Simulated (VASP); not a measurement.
A convergence study with VASP on Ni$_{3}$Al (L1_2): one setting is varied, all else stays as given below, so the limit is that of these other settings.

```
AlNi3
1.0
    3.57000     0.00000     0.00000
    0.00000     3.57000     0.00000
    0.00000     0.00000     3.57000
Al Ni
1 3
Direct
  0.00000   0.00000   0.00000
  0.00000   0.50000   0.50000
  0.50000   0.00000   0.50000
  0.50000   0.50000   0.00000
```
Starting moments (μB, in the order of the record's atoms Al Ni Ni Ni): 0.0 0.5 0.5 0.5.

Computed with PBE GGA, VASP's PBE PAW potentials (set 64) (plane waves; VASP 6.6.1). The tightest run used: 550 eV cut-off, 18×18×18 Γ-centred mesh, tetrahedra with Blöchl corrections, potentials Al Ni.

| setting | E (eV/atom) | pressure (GPa) | moment (μB) | irreducible k-points |
|---|---|---|---|---|
| 3×3×3 mesh | -5.4445 | 0.49 | 0.000 | 4 |
| 4×4×4 mesh | -5.4913 | -1.09 | 0.000 | 10 |
| 5×5×5 mesh | -5.4726 | -0.75 | 0.555 | 10 |

Q: These are the cheaper rows. Estimate the results at 18×18×18 mesh, and how far the last row shown lies from them.

A: 
```json
[
 {"quantity": "E (eV/atom)", "tightest run": "-5.4740", "last row shown is off by": "0.0015"},
 {"quantity": "pressure (GPa)", "tightest run": "-0.51", "last row shown is off by": "-0.24"},
 {"quantity": "moment (μB)", "tightest run": "0.736", "last row shown is off by": "-0.181"}
]
```

Left out are rungs that failed or repeat a setting and relaxations that didn't move; long series are thinned to 24 rows.

The compound is Ni3Al in the L1_2 structure. The cell was not relaxed at this level.
